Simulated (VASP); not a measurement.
OSZICAR of a VASP run on HfB2 (AlB2 type):

OSZICAR:
```
       N       E                     dE             d eps       ncg     rms          rms(c)
DAV:   1     0.268695919965E+02    0.26870E+02   -0.84856E+03  1680   0.127E+03
DAV:   2    -0.268638533032E+02   -0.53733E+02   -0.50356E+02  2048   0.233E+02
DAV:   3    -0.286186325401E+02   -0.17548E+01   -0.17280E+01  2228   0.320E+01
DAV:   4    -0.286335683027E+02   -0.14936E-01   -0.14924E-01  2032   0.316E+00
DAV:   5    -0.286337476345E+02   -0.17933E-03   -0.17930E-03  2208   0.281E-01    0.476E+01
DAV:   6    -0.264272369799E+02    0.22065E+01   -0.53347E+00  2036   0.146E+01    0.353E+01
DAV:   7    -0.263839138957E+02    0.43323E-01   -0.14990E+00  2100   0.821E+00    0.118E+01
DAV:   8    -0.263330995577E+02    0.50814E-01   -0.38990E-01  2016   0.425E+00    0.154E+00
DAV:   9    -0.263287834031E+02    0.43162E-02   -0.30535E-02  2000   0.130E+00    0.239E-01
DAV:  10    -0.263287320717E+02    0.51331E-04   -0.87030E-04  2036   0.251E-01    0.334E-01
DAV:  11    -0.263287343879E+02   -0.23162E-05   -0.10917E-04  2064   0.825E-02    0.166E-01
DAV:  12    -0.263287302268E+02    0.41611E-05   -0.11273E-05  2064   0.288E-02    0.257E-02
DAV:  13    -0.263287304071E+02   -0.18029E-06   -0.39968E-07  1252   0.650E-03
   1 F= -.26328730E+02 E0= -.26328549E+02  d E =-.542948E-03
```

**Question.** Which electronic solver shows in the log?

**Answer.** It is blocked Davidson (ALGO = Normal, or the opening steps of other solvers). The INCAR had ALGO = Normal.

**Question.** Can the final energy be trusted as converged?

**Answer.** The calculation finished and met its thresholds. It stopped with EDIFF = 1E-6, NELM = 100 (PBE GGA, plane waves, VASP's PBE PAW potentials (set 64)).

The compound is HfB2 in the AlB2 type structure. The cell was not relaxed at this level.
